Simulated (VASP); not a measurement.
Data:

```yaml
crystal:
  lattice:
    - [0.00000, 2.79095, 2.79095]
    - [2.79095, 0.00000, 2.79095]
    - [2.79095, 2.79095, 0.00000]
  atoms:
    - { symbol: Si, position: [0.00000, 0.00000, 0.00000] }
    - { symbol: Sn, position: [0.50000, 0.50000, 0.50000] }
```

Computed with PBEsol GGA, VASP's PBE PAW potentials (set 64) (plane waves; VASP). Settings: 400 eV cut-off, 13×13×13 Γ-centred mesh, tetrahedra with Blöchl corrections, potentials Si Sn_d.

Unless said otherwise, spin-orbit coupling is left out, though it shifts the bands of the heavy elements here.

What does the run give for the energy per atom (σ→0), band gap (on the k-mesh) with the smallest direct gap where there is one?

The band gap (on the k-mesh) comes out as none (metal, semimetal or under 0.01 eV). The energy per atom (σ→0) comes out as -4.722 eV/atom.

The structure was generated: SiSn was put into the rock salt type (Fm-3m), which need not be its known phase. It was relaxed first, which changed the volume by +10 %.
